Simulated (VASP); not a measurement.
Given:

```
FeNi3
1.0
    3.41006     0.00000     0.00000
    0.00000     3.41006     0.00000
    0.00000     0.00000     3.41006
Fe Ni
1 3
Cartesian
  0.00000   0.00000   0.00000
  0.00000   1.70503   1.70503
  1.70503   0.00000   1.70503
  1.70503   1.70503   0.00000
```
Starting moments (μB, in the order of the record's atoms Fe Ni Ni Ni): 2.7 0.6 0.6 0.6.

All values below come from LDA (Ceperley-Alder, Perdew-Zunger), VASP's LDA PAW potentials (set 64) (plane waves; VASP 6.6.1). Settings: 520 eV cut-off, 9×9×9 Γ-centred mesh, first-order Methfessel-Paxton smearing of 0.10 eV, potentials Fe Ni.

Give the stress tensor in GPa (positive for a compressed cell).

```
8.23  0.00  0.00
0.00  8.23  0.00
0.00  0.00  8.23
```
The pressure is its mean diagonal, 8.23 GPa.

The compound is Ni3Fe in the L1_2 structure. This cell is one point of a volume scan, at 0.97 of the reference volume.
